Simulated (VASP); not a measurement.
Data:

```yaml
crystal:
  lattice:
    - [-1.43036, 1.43036, 1.43036]
    - [1.43036, -1.43036, 1.43036]
    - [1.43036, 1.43036, -1.43036]
  atoms:
    - { symbol: Fe, position: [0.00000, 0.00000, 0.00000], spin: 2.7 }
```

All values below come from r2SCAN meta-GGA, VASP's PBE PAW potentials (set 64) (plane waves; VASP). Run with 500 eV cut-off, 18×18×18 Γ-centred mesh, first-order Methfessel-Paxton smearing of 0.10 eV, potentials Fe.

Task: Predict the cell moment, energy per atom (σ→0), band gap (on the k-mesh) with the smallest direct gap where there is one.

Result: 
```yaml
band gap (on the k-mesh): none (metal, semimetal or under 0.01 eV)
cell_moment: 2.62 μB
energy per atom (σ→0): -14.360 eV/atom
```

Task: Give the moment on each site (PAW-sphere projection).

Result: 
```tsv
site	moment (μB)
Fe1	2.69
```

The compound is Fe in the bcc structure. It was relaxed first.
